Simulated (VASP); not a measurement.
**AlGaSb$_{2}$ (space group R3m): computed properties**

Calculation: PBEsol GGA, VASP's PBE PAW potentials (set 64) (plane waves; VASP).

```
Quantity                                                                                                             Value
---------------------------------------------  ---------------------------------------------------------------------------
space group                                                                                                      R3m (160)
cell                                           a = 4.344 Å, b = 4.344 Å, c = 21.240 Å, α = 90.00°, β = 90.00°, γ = 120.00°
volume per atom                                                                                              28.93 Å³/atom
band gap (over mesh and band path)                                                                                 0.28 eV
smallest direct gap (over mesh and band path)                                                                      0.28 eV
band-edge character                                                                                         direct, Γ to Γ
density                                                                                                         4.88 g/cm³
```

Space group R3m, hexagonal axes (No. 160); a = 4.344 Å, b = 4.344 Å, c = 21.240 Å, α = 90.00°, β = 90.00°, γ = 120.00°

```csv
atom,site,symmetry,x,y,z
Al,3a,3m,0.0000,0.0000,0.9998
Ga,3a,3m,0.0000,0.0000,0.5000
Sb,3a,3m,0.0000,0.0000,0.1255
Sb,3a,3m,0.0000,0.0000,0.6247
```
(The calculation used a cell of 4 atoms; values per cell refer to that cell.)

Unless said otherwise, spin-orbit coupling is left out, though it shifts the bands of the heavy elements here.

The structure comes from a computed database's AlGaSb2 entry (R3m); how it stands against other phases isn't given here. It was relaxed first. Symmetry was kept, so distortions that lower it aren't found.
